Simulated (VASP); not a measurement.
A convergence study with VASP on InAs (zinc blende): one setting is varied, all else stays as given below, so the limit is that of these other settings. Each run relaxes cell and ions from the cell shown. The basis is that of the starting cell, so low cut-offs carry a Pulay error.

```xyz
2
Lattice="0.0000 3.0300 3.0300 3.0300 0.0000 3.0300 3.0300 3.0300 0.0000" Properties=species:S:1:pos:R:3 pbc="T T T"
In     0.0000     0.0000     0.0000
As     1.5150     1.5150     1.5150
```

Computed with PBEsol GGA, VASP's PBE PAW potentials (set 64) (plane waves; VASP). The tightest run used: 700 eV cut-off, 7×7×7 Γ-centred mesh, Gaussian smearing of 0.050 eV, potentials In_d As.

The settings run are ENCUT = 200; ENCUT = 250; ENCUT = 300; ENCUT = 350; ENCUT = 400; ENCUT = 450; ENCUT = 500; ENCUT = 550; ENCUT = 600; ENCUT = 650; ENCUT = 700. From which on does the relaxed volume stay within 0.02 Å³/atom of the tightest run?

From ENCUT = 450 on: it is off by 0.002 there and by no more than 0.02 in any finer run, while ENCUT = 400 is off by 0.032.
```
setting      relaxed volume (Å³/atom)  E (eV/atom)  plane waves  difference judged (Å³/atom)
-----------  ------------------------  -----------  -----------  ---------------------------
ENCUT = 200                    25.891      -4.2391          363                        2.376
ENCUT = 250                    28.168      -4.2399          531                        0.099
ENCUT = 300                    28.139      -4.2399          668                        0.128
ENCUT = 350                    28.137      -4.2396          869                        0.130
ENCUT = 400                    28.234      -4.2408         1019                        0.032
ENCUT = 450                    28.265      -4.2411         1243                        0.002
ENCUT = 500                    28.254      -4.2410         1425                        0.013
ENCUT = 550                    28.251      -4.2411         1647                        0.016
ENCUT = 600                    28.261      -4.2412         1875                        0.006
ENCUT = 650                    28.267      -4.2413         2106                        0.000
ENCUT = 700                    28.267      -4.2413         2355                        0.000
```

Left out are rungs that failed or repeat a setting and relaxations that didn't move; long series are thinned to 24 rows.

The compound is InAs in the zinc blende structure.
